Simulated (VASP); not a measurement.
Consider the following.

```yaml
crystal:
  lattice:
    - [-3.40325, 3.40325, 2.67265]
    - [3.40325, -3.40325, 2.67265]
    - [3.40325, 3.40325, -2.67265]
  atoms:
    - { symbol: Zr, position: [0.34860, 0.15140, 0.50000] }
    - { symbol: Zr, position: [0.65140, 0.84860, 0.50000] }
    - { symbol: Zr, position: [0.15140, 0.65140, 0.80280] }
    - { symbol: Zr, position: [0.84860, 0.34860, 0.19720] }
    - { symbol: Al, position: [0.25000, 0.25000, 0.00000] }
    - { symbol: Al, position: [0.75000, 0.75000, 0.00000] }
```

Method: PBEsol GGA, VASP's PBE PAW potentials (set 64) (plane waves; VASP). Settings: 300 eV cut-off, 5×5×5 Γ-centred mesh, Gaussian smearing of 0.10 eV, potentials Zr_sv Al.

At this cut-off the stress carries a Pulay error, which pulls relaxed volumes low.

Q: Estimate the energy per atom (σ→0), pressure, band gap (on the k-mesh) with the smallest direct gap where there is one.

A: 
The band gap (on the k-mesh) is none (metal, semimetal or under 0.01 eV) and the energy per atom (σ→0) is -7.722 eV/atom. The pressure is -1.57 GPa.

Only differences to runs with the same potentials and settings are physical.

The structure comes from a computed database's Zr2Al entry (I4/mcm); how it stands against other phases isn't given here. The cell was not relaxed at this level.
